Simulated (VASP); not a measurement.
Calculation: PBE GGA, VASP's PBE PAW potentials (set 64) (plane waves; VASP).

VASP ran on this input.

### POSCAR
```
Se
1.0
  2.1850000000  -3.7845310000   0.0000000000
  2.1850000000   3.7845310000   0.0000000000
  0.0000000000   0.0000000000   4.9500000000
Se
3
Cart
  0.4916250000   0.8515194750   3.3000016500
  3.3867500000   0.0000000000   0.0000000000
  0.4916250000  -0.8515194750   1.6499983500
```

INCAR:
```
# general
SYSTEM =Se
PREC   =Accurate
ENCUT  =675   # plane-wave cut-off (eV)
LREAL  =.FALSE.   # projection in real space or not
LASPH  =.TRUE.   # aspherical one-centre terms

# electronic loop
EDIFF  =1E-6   # SCF stop (eV)
NELM   =100
ALGO   =Normal   # blocked Davidson
LMAXMIX=4   # l cut-off of mixed one-centre charges

# smearing
ISMEAR =0   # Gaussian
SIGMA  =0.05

# functional
GGA    =PE   # PBE

# ions
ISIF   =2   # forces and stress, cell fixed

# output
LWAVE  =.FALSE.
LCHARG =.FALSE.
```

**KPOINTS**
```
Automatic mesh
0
Gamma
6 6 5
0 0 0
```

POTCAR, in this order: Se (PBE.64 set). Program: vasp_std.

What does the run give for the energy per atom (σ→0), pressure, largest force?

The energy per atom (σ→0) comes out as -3.489 eV/atom. The pressure is 2.99 GPa and the largest force is 0.453 eV/Å.

OSZICAR:
```
...
DAV:   6    -0.104883344346E+02    0.59112E-01   -0.38987E-02   767   0.145E+00    0.437E+00
DAV:   7    -0.104688181109E+02    0.19516E-01   -0.77106E-02   767   0.202E+00    0.200E-01
DAV:   8    -0.104681526010E+02    0.66551E-03   -0.94229E-03   752   0.702E-01    0.105E-01
DAV:   9    -0.104682670347E+02   -0.11443E-03   -0.32459E-04   907   0.136E-01    0.325E-02
DAV:  10    -0.104683093618E+02   -0.42327E-04   -0.52484E-05   767   0.569E-02    0.722E-03
DAV:  11    -0.104683129694E+02   -0.36076E-05   -0.90077E-06   807   0.209E-02    0.378E-03
DAV:  12    -0.104683127699E+02    0.19947E-06   -0.18000E-06   556   0.102E-02
   1 F= -.10468313E+02 E0= -.10468313E+02  d E =-.566557E-17
```

The compound is Se in the trig structure. The cell was not relaxed at this level. The run is one of a series of settings (ENCUT = 675 against the base run), some of them coarse on purpose.
